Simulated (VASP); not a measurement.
The input files of a VASP run:

KPOINTS:
```
Automatic mesh
0
Gamma
6 6 3
0 0 0
```

### INCAR
```
LWAVE = F
LASPH = T
EDIFF = 1E-6   # SCF stop (eV)
ALGO = Normal   # blocked Davidson
LMAXMIX = 4
EDIFFG = -0.02
SIGMA = 0.05   # width (eV)
PREC = Accurate
IBRION = 2
LREAL = F
LCHARG = F
ISMEAR = 0   # Gaussian
NSW = 60   # most ionic steps
NELM = 100
GGA = RE   # revPBE
ENCUT = 520   # plane-wave cut-off (eV)
ISIF = 3   # ions, shape and volume
SYSTEM = ZrSe2
```

File POSCAR:
```
ZrSe2
1
    1.9176754995    -3.3215116359    -0.0000000000
    1.9176754995     3.3215116359     0.0000000000
   -0.0000000000    -0.0000000000     7.6234798525
Zr Se
1 2
Direct
  0.0000000000   0.0000000000   0.0000000000
  0.3333330000   0.6666670000   0.2073657225
  0.6666670000   0.3333330000   0.7926342775
```

POTCAR, in this order: Zr_sv Se (PBE.64 set). Program: vasp_std.

Problem. Translate this revPBE calculation to Quantum ESPRESSO's pw.x.

Solution. One equivalent input (not run):
```
&CONTROL
  calculation = 'vc-relax'
  pseudo_dir = './pseudo'
  outdir = './out'
  tprnfor = .true.
  tstress = .true.
  nstep = 60
  forc_conv_thr = 0.00078
/
&SYSTEM
  ibrav = 0
  nat = 3
  ntyp = 2
  ecutwfc = 86
  occupations = 'smearing'
  smearing = 'gaussian'
  degauss = 0.003675
  input_dft = 'revpbe'
/
&ELECTRONS
  conv_thr = 7.3e-08
  electron_maxstep = 100
/
&IONS
/
&CELL
/
ATOMIC_SPECIES
  Zr 91.224 Zr.upf
  Se 78.971 Se.upf
CELL_PARAMETERS angstrom
     1.9176755   -3.3215116   -0.0000000
     1.9176755    3.3215116    0.0000000
    -0.0000000   -0.0000000    7.6234799
ATOMIC_POSITIONS crystal
  Zr   0.0000000  0.0000000  0.0000000
  Se   0.3333330  0.6666670  0.2073657
  Se   0.6666670  0.3333330  0.7926343
K_POINTS automatic
  6 6 3 0 0 0
```
What does not carry over: the potentials are each code's own (VASP's PAW set, PseudoDojo norm-conserving files in pw.x), so ENCUT and ecutwfc are chosen apart and not converted; conv_thr bounds pw.x's estimated SCF error, while EDIFF bounds the energy change between steps; forc_conv_thr acts on force components and is met together with etot_conv_thr.

The compound is ZrSe2 in the 1T layered structure. This run relaxes it. Symmetry was kept, so distortions that lower it aren't found. The start is the result of an earlier pass.
